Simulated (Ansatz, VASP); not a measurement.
# Zn (Zinc) in two plane-wave programs

Wanted: the spread between two codes on one cell, functional and k mesh. The structure shown comes from an earlier Ansatz run, which isn't shown and may have moved the atoms alone.

Main program and level: Ansatz 0.2.0; plane waves, with VASP 6.6.1 beside it; elastic constants at LDA.

## 1. The structure

The structure is hexagonal, space group P6_3/mmc (No. 194). Conventional cell: a = 2.550 Å, b = 2.550 Å, c = 4.861 Å, α = 90.00°, β = 90.00°, γ = 120.00°. Nearest to Zn lie 12 Zn at 2.55 to 2.84 Å.

## 2. Ansatz: elastic constants, LDA, pair 1

Ansatz runs on its default PAW (the set named soft_2) files.

Elastic constants are differences of stresses under small strains, so they test the stress and the mesh.

Input file input.yaml:

```yaml
crystal:
  lattice:
    - [2.5497063505, 0.0, 0.0]
    - [-1.2748531753, 2.2081104717, 0.0]
    - [0.0, 0.0, 4.861457104]
  atoms:
    - { symbol: Zn, position: [0.3333333333, 0.6666666667, 0.25] }
    - { symbol: Zn, position: [0.6666666667, 0.3333333333, 0.75] }
kpoints:
  mp_grid: { grid: [15, 15, 8] }
hamiltonian:
  xc: lda
scf:
  occupations: { method: gaussian, width: 0.05 }
output:
  forces: true
  stress: true
  eigenvalues: true
elastic:
  mode: relaxed_ion
  stencil: two_point
  amplitude: 0.002
```

Started as:

```bash
> ansatz run input.yaml --threads 4 --pin off --max-ram 16384MiB --backend cpu --events-out ev --progress --plain --runs-dir out
```

Numbers of over 12 decimals in the logs are rounded to 6 here.

Output:

```text
Engine: ansatz 0.2.0, aarch64-unknown-linux-gnu
Pseudopotentials: kind: paw
Pseudopotential: Zn, paw, valence charge 12, recommended cutoff 420 eV (normal), Zn.paw.azcp
Functional definition: SPW92
  exchange = slater_x
  correlation = pw_c
Crystal: 2 atoms, lattice volume = 27.370 Å³
Basis set: ecut = 420 eV, 527 PW (Γ)
Bands: 16, of which v1, the nominal top of the filled ones, is band 12 counted from 1 (11 counted from 0)
Symmetry: 24 space group operations
Space group: P63/mmc (ITA 194), of the structure as read, at distance tolerance 3.0e-5 Å
k-points: 135 of 1800
Non-local potential: Zn, projectors of the file, l = 0: 2, l = 1: 2, l = 2: 3, l = 3: 1
PAW form: soft (Blöchl's): semilocal exchange-correlation on the pseudo side does not see the compensation charge
PAW frozen core: Zn, regenerated for the run's functional, and the local potential with it (the file was generated under x = pbe(κ = 0.804, μ = 0.219515), c = pbe(β = 0.066725))
PAW one-centre angular grid: Zn, 590 points (default); XC on 64 Gauss nodes
Initial density: superposition of atomic densities (neutral atoms: chi_scale 0, normalization atom), corrected by the library's trained network
Initial wavefunctions: pseudopotential atomic-orbital guess
Functional: x = slater, c = lda
SCF iter   1: F=—  HF=-6492.522004 eV  |F-HF|=—  |Δ(HF+E_count)|=         —  Δρ=6.32e-3  dr2=3.97e-3  ethr=1.77e-3  ⟨swp⟩=5.5  Hψ=10601  notcnv=0
preconditioner: auto → none  [insulator: Δε(μ)=0.091 eV  Ē_g=13.868 eV  σ=0.050 eV  W_gap=0.80  n_scr=4 (ndim 8)  ℏωp=34.8 eV  f_vac=0.000  D(μ)=0.08/eV (n_scr^D=0)  ε∞_Penn≈7.3]
SCF iter   2: F=—  HF=-6492.521741 eV  |F-HF|=—  |Δ(HF+E_count)|=   2.63e-4  Δρ=2.15e-3  dr2=1.02e-3  ethr=1.66e-5  ⟨swp⟩=2.0  Hψ=5360  notcnv=0  defer=19
SCF iter   3: F=—  HF=-6492.521249 eV  |F-HF|=—  |Δ(HF+E_count)|=   4.92e-4  Δρ=1.40e-3  dr2=1.84e-4  ethr=4.23e-6  ⟨swp⟩=2.0  Hψ=3607  notcnv=0  defer=19
SCF iter   4: F=—  HF=-6492.521251 eV  |F-HF|=—  |Δ(HF+E_count)|=   1.82e-6  Δρ=1.73e-4  dr2=2.74e-6  ethr=7.69e-7  ⟨swp⟩=1.0  Hψ=2140  notcnv=0  defer=19
SCF iter   5: F=—  HF=-6492.521251 eV  |F-HF|=—  |Δ(HF+E_count)|=   6.55e-7  Δρ=1.42e-5  dr2=1.79e-8  ethr=1.14e-8  ⟨swp⟩=1.2  Hψ=2389  notcnv=0  defer=19
SCF iter   6: F=—  HF=-6492.521251 eV  |F-HF|=—  |Δ(HF+E_count)|=   1.06e-8  Δρ=7.84e-7  dr2=6.79e-11  ethr=7.45e-11  ⟨swp⟩=2.1  Hψ=3655  notcnv=0  defer=19
SCF iter   7: F=—  HF=-6492.521251 eV  |F-HF|=—  |Δ(HF+E_count)|=  9.28e-11  Δρ=8.60e-8  dr2=8.02e-13  ethr=2.83e-13 (applied; sched 1.00e-12)  ⟨swp⟩=2.0  Hψ=3795  notcnv=0  defer=20
SCF iter   8: F=-6492.521251 eV  HF=-6492.521251 eV  |F-HF|=9.09e-13  |Δ(HF+E_count)|=  9.09e-13  Δρ=8.00e-9  dr2=5.56e-15  ethr=1.00e-12  ⟨swp⟩=4.9  Hψ=8263  notcnv=0
SCF 1 converged in 8 iterations: F = -6492.521251 eV  dr2 = 5.56e-15
  greatest PAW one-centre occupation: 0.982 electrons in one spin orbital (limit 2), on the Zn atom at site 1 (counted from 0), in its partial waves of l = 2
Crystal: 2 atoms, lattice volume = 27.315 Å³
Symmetry: 8 space group operations
k-points: 320 of 1800
Initial density: handed on by an earlier stage of this run
Initial wavefunctions: pseudopotential atomic-orbital guess (no wavefunctions were taken with the density)
iter 1 solved again at ethr=2.26e-5 eV; its pass at ethr=3.10e-3 eV (dr2=5.42e-3 eV) is discarded
SCF iter   1: F=—  HF=-6492.523291 eV  |F-HF|=—  |Δ(HF+E_count)|=         —  Δρ=7.63e-3  dr2=5.51e-3  ethr=2.26e-5  ⟨swp⟩=1.4  Hψ=32729  notcnv=0
preconditioner: auto → none  [insulator: Δε(μ)=0.076 eV  Ē_g=13.862 eV  σ=0.050 eV  W_gap=0.72  n_scr=4 (ndim 8)  ℏωp=34.8 eV  f_vac=0.000  D(μ)=0.09/eV (n_scr^D=0)  ε∞_Penn≈7.3]
[...]
SCF 2 converged in 8 iterations: F = -6492.521159 eV  dr2 = 8.83e-15
[...]
SCF 11 converged in 5 iterations: F = -6492.521190 eV  dr2 = 3.18e-15
Symmetry: 4 space group operations
k-points: 488 of 1800
[...]
preconditioner: auto → none  [insulator: Δε(μ)=0.079 eV  Ē_g=13.912 eV  σ=0.050 eV  W_gap=0.74  n_scr=4 (ndim 8)  ℏωp=34.8 eV  f_vac=0.000  D(μ)=0.08/eV (n_scr^D=0)  ε∞_Penn≈7.2]
[...]
SCF 12 converged in 8 iterations: F = -6492.521232 eV  dr2 = 5.08e-14
relax step   1: F+E_penalty+E_count = -6492.52123201 eV  Δ(F+E_penalty+E_count) = +0.000e0 eV  max|allowed force component| = 1.282e-5 eV/Å  Δτ_max = 0.0000 Å  (8 SCF iters, accepted)
[...]
preconditioner: auto → none  [insulator: Δε(μ)=0.077 eV  Ē_g=13.912 eV  σ=0.050 eV  W_gap=0.72  n_scr=4 (ndim 8)  ℏωp=34.8 eV  f_vac=0.000  D(μ)=0.08/eV (n_scr^D=0)  ε∞_Penn≈7.2]
[...]
SCF 13 converged in 2 iterations: F = -6492.521232 eV  dr2 = 1.52e-14
[...]
SCF iter   2: F=—  HF=-6492.521290 eV  |F-HF|=—  |Δ(HF+E_count)|=   2.55e-4  Δρ=1.39e-3  dr2=1.12e-4  ethr=2.44e-6  ⟨swp⟩=1.0  Hψ=7808  notcnv=0
SCF iter   3: F=—  HF=-6492.521232 eV  |F-HF|=—  |Δ(HF+E_count)|=   5.82e-5  Δρ=7.25e-5  dr2=1.73e-7  ethr=4.67e-7  ⟨swp⟩=2.1  Hψ=13389  notcnv=0
SCF iter   4: F=—  HF=-6492.521232 eV  |F-HF|=—  |Δ(HF+E_count)|=   5.30e-8  Δρ=7.40e-6  dr2=7.05e-9  ethr=7.20e-10  ⟨swp⟩=2.1  Hψ=13547  notcnv=0
SCF iter   5: F=—  HF=-6492.521232 eV  |F-HF|=—  |Δ(HF+E_count)|=  5.64e-10  Δρ=4.99e-6  dr2=3.56e-9  ethr=2.94e-11  ⟨swp⟩=2.0  Hψ=13661  notcnv=0
SCF iter   6: F=—  HF=-6492.521232 eV  |F-HF|=—  |Δ(HF+E_count)|=   1.83e-9  Δρ=4.60e-7  dr2=2.57e-11  ethr=1.48e-11  ⟨swp⟩=2.0  Hψ=12990  notcnv=0
SCF iter   7: F=—  HF=-6492.521232 eV  |F-HF|=—  |Δ(HF+E_count)|=  4.55e-12  Δρ=3.81e-8  dr2=1.17e-13  ethr=1.07e-13 (applied; sched 1.00e-12)  ⟨swp⟩=1.8  Hψ=9236  notcnv=0
SCF iter   8: F=-6492.521232 eV  HF=-6492.521232 eV  |F-HF|=2.73e-12  |Δ(HF+E_count)|=    0.00e0  Δρ=6.67e-9  dr2=1.62e-14  ethr=1.00e-12  ⟨swp⟩=4.1  Hψ=27784  notcnv=0
SCF 14 converged in 8 iterations: F = -6492.521232 eV  dr2 = 1.62e-14
relax step   1: F+E_penalty+E_count = -6492.52123201 eV  Δ(F+E_penalty+E_count) = +0.000e0 eV  max|allowed force component| = 1.282e-5 eV/Å  Δτ_max = 0.0000 Å  (8 SCF iters, accepted)
iter 1 solved again at ethr=1.00e-12 eV; its pass at ethr=3.10e-3 eV (dr2=3.03e-14 eV) is discarded
SCF iter   1: F=—  HF=-6492.521232 eV  |F-HF|=—  |Δ(HF+E_count)|=         —  Δρ=6.67e-9  dr2=1.61e-14  ethr=1.00e-12  ⟨swp⟩=2.4  Hψ=46030  notcnv=0
SCF iter   2: F=-6492.521232 eV  HF=-6492.521232 eV  |F-HF|=3.64e-12  |Δ(HF+E_count)|=  1.82e-12  Δρ=2.20e-9  dr2=3.84e-15  ethr=1.00e-12  ⟨swp⟩=4.1  Hψ=26278  notcnv=0
SCF 15 converged in 2 iterations: F = -6492.521232 eV  dr2 = 3.84e-15
SCF converged after 8 iterations
Free energy (F): -6492.521251 eV
Harris-Foulkes:  -6492.521251 eV  (|F-HF|=9.09e-13)
Internal energy: -6492.521145 eV  (E = F + TS)
E sigma→0 (E₀):  -6492.521198 eV
Entropy (-TS):   -0.000106 eV (-0.053 meV/atom)
Fermi energy:    12.208451 eV
--- Per-component energies (eV) ---
  E_band       = 119.114287
  E_kinetic    = 265.297768
  E_local      = -2949.439872  (includes V_loc(G=0)·N_el)
  E_nonlocal   = 1225.140830
  E_hartree    = 1235.764455
  E_xc         = -273.922614
  E_vxc        = -110.579726  (∫ρ·V_xc dr)
  E_paw        = -3504.608785  (= ΣΔE_a)
  E_vpaw       = -782.832833  (= ΣTr[D̂ρ^β])
  E_aug_tail   = -0.000787  (compensation charges beyond the density's cutoff)
  E_ewald      = -2493.866422
  E_core_change = 3.114283  (= ΣΔE_core)
  E_smearing   = -0.000106  (= −TS)
  E_closure    = 0.000000  (closes the sum)
  Σ components = -6492.521251   (vs F -6492.521251, Δ=0.00e0)
--- Forces (eV/Å), atoms counted from 1 ---
  atom   1  Zn     0.00000000     0.00000000     0.00000000
  atom   2  Zn    -0.00000000    -0.00000000     0.00000000
  max |Σ_I F_I| component: 9.25e-17 eV/Å
--- Stress (GPa, compression-positive) ---
       -0.009578       0.000000       0.000000
        0.000000      -0.009578       0.000000
        0.000000       0.000000      -0.023641
  P = ⅓ Tr σ = -0.0143 GPa (-0.143 kbar)
--- Band table (eV; the first three rows and the last of 135) ---
  k-point 0: bands = [... 8 lower, 4.7810, 5.0047, 5.0047, 8.0265, 8.9888, 25.7681, 29.7849, 31.5120]
  k-point 1: bands = [... 8 lower, 4.7922, 4.9984, 4.9984, 6.9046, 10.3317, 24.2190, 31.3846, 31.6110]
  k-point 2: bands = [... 8 lower, 4.8227, 4.9795, 4.9795, 5.6656, 12.2522, 21.6852, 31.9003, 31.9003]
  k-point 134: bands = [... 8 lower, 4.9785, 4.9785, 13.3794, 13.3794, 14.2649, 14.2649, 14.9809, 14.9809]
--- Elastic constants: 3 strain directions × 2 members + reference (group order 24) ---
  dense FFT box of the reference and of every strained cell: 18×18×36
  strains applied: 11, 33, 23; error gains: componentwise 1.00 (the most a stress slope's error grows in a printed constant), spectral 1.41 (1 for all six strains in a standard setting)
  C = ∂σ_k/∂η_j (tension-positive GPa; Voigt order 11 22 33 23 13 12):
       285.656     52.203     28.131      0.000      0.000     -0.000
        52.203    285.656     28.131      0.000      0.000     -0.000
        28.117     28.117    160.354      0.000      0.000     -0.000
         0.000      0.000      0.000     57.916     -0.000      0.000
         0.000      0.000      0.000     -0.000     57.916      0.000
        -0.000     -0.000     -0.000      0.000      0.000    116.726
  reference stress σ⁰ (GPa):      0.010      0.010      0.024     -0.000     -0.000     -0.000
  C* (energy form; C + prestress term) asymmetry max|C*_kj − C*_jk| = 3.097e-4 GPa — a small one proves nothing (zero by symmetry where the batch's group is 432, −43m or m−3m); a large one is finite-difference/SCF noise where every solve meets its electron count
  moduli (Voigt/Reuss/Hill, GPa): K = 105.40/96.32/100.86   G = 88.06/78.50/83.28   E = 195.92   ν = 0.176
  mechanically stable: yes (min eigenvalue of sym C = 57.92 GPa)
  the stresses are not corrected for the forces that the relaxations left standing (`elastic.f_tol`)
  strain η (Voigt 11):  stress-route row diagonal C_11 = 285.66 GPa, energy-path curvature d²(F+E_count+ΔE)/dδ²/Ω₀ = 285.54 GPa
         δ    σ_11 (GPa)             F (eV)   n_scf  n_hpsi   n_pw
    -2.000e-3      -0.5646       -6492.5211595       2   53145    568   relax 3 steps, max|allowed force component| 9.47e-8 eV/Å
     2.000e-3       0.5780       -6492.5211495       2   53584    568   relax 3 steps, max|allowed force component| 1.24e-7 eV/Å
  strain η (Voigt 33):  stress-route row diagonal C_33 = 160.35 GPa, energy-path curvature d²(F+E_count+ΔE)/dδ²/Ω₀ = 160.31 GPa
         δ    σ_33 (GPa)             F (eV)   n_scf  n_hpsi   n_pw
    -2.000e-3      -0.3056       -6492.5212090       7   43068    568   relax 0 steps, max|allowed force component| 8.33e-17 eV/Å
     2.000e-3       0.3358       -6492.5211896       5   35171    568   relax 0 steps, max|allowed force component| 8.33e-17 eV/Å
  strain η (Voigt 23):  stress-route row diagonal C_44 = 57.92 GPa, energy-path curvature d²(F+E_count+ΔE)/dδ²/Ω₀ = 57.56 GPa
         δ    σ_23 (GPa)             F (eV)   n_scf  n_hpsi   n_pw
    -2.000e-3      -0.1158       -6492.5212320       2   80578    568   relax 1 steps, max|allowed force component| 1.28e-5 eV/Å
     2.000e-3       0.1158       -6492.5212320       2   80110    568   relax 1 steps, max|allowed force component| 1.28e-5 eV/Å
```

(Continued in part 2 of 2.)

[Lines on the potential files, build, host, timing and source positions are cut from VASP's logs without a mark.]

[Logs are printed without paths, hosts, clocks, repeated set-up lines and the standing remarks that a program may print on its own settings, such as how far it seeks lower states.]

[Hosts, paths, dates, database ids (printed as entryN), source tags and the programs' standing remarks are cut or masked in the printed files.]
